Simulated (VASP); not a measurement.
All values below come from PBE GGA, VASP's PBE PAW potentials (set 64) (plane waves; VASP).

A VASP calculation is set up with these files.

**POSCAR**
```
NiSi2
1.0
  0.0000000000   2.6902320000   2.7503790000
  2.7133950000   0.0000000000   2.7503790000
  2.7133950000   2.6902320000   0.0000000000
Si Ni
2 1
Cart
  1.3566975000   1.3451160000   1.3751895000
  4.0700925000   4.0353480000   4.1255685000
  0.0668471992   0.0000000000  -0.0000000000
```

### INCAR
```
SYSTEM=NiSi2
PREC=Accurate; ENCUT=520; LREAL=F
LASPH=T
EDIFF=1E-6; NELM=100; ALGO=Normal
LMAXMIX=4
ISMEAR=1; SIGMA=0.1
GGA=PE
ISIF=2
LWAVE=F; LCHARG=F
```

KPOINTS:
```
Automatic mesh
0
G
  9 9 9
0 0 0
```

POTCAR, in this order: Si_GW Ni (PBE.64 set). Program: vasp_std.

Estimate the energy per atom (σ→0), pressure, largest force, band gap (on the k-mesh).

| Property | Result |
|---|---|
| energy per atom (σ→0) | -5.781 eV/atom |
| band gap (on the k-mesh) | none (metal, semimetal or under 0.01 eV) |
| pressure | 1.59 GPa |
| largest force | 0.637 eV/Å |

### OSZICAR
```
...
DAV:   8    -0.173806685490E+02    0.10912E+00   -0.21284E+00  5122   0.260E+01    0.209E+00
DAV:   9    -0.173432964750E+02    0.37372E-01   -0.24803E-01  4468   0.955E+00    0.419E-01
DAV:  10    -0.173424898051E+02    0.80667E-03   -0.10138E-02  5196   0.175E+00    0.158E-01
DAV:  11    -0.173426192577E+02   -0.12945E-03   -0.71244E-04  4508   0.276E-01    0.343E-02
DAV:  12    -0.173426528136E+02   -0.33556E-04   -0.50631E-05  4356   0.748E-02    0.155E-02
DAV:  13    -0.173426495200E+02    0.32936E-05   -0.13161E-05  4639   0.763E-02    0.748E-03
DAV:  14    -0.173426494988E+02    0.21228E-07   -0.16940E-06  3172   0.168E-02
   1 F= -.17342649E+02 E0= -.17342855E+02  d E =0.616675E-03
```

The compound is NiSi2 in the fluorite structure. The cell was not relaxed at this level, atoms are displaced from their ideal sites. The run is one of a series of settings (ENCUT = 520, POTCAR Si_GW Ni (PBE.64 set) against the base run), some of them coarse on purpose. The run is not spin-polarised, so no magnetic state was tried.
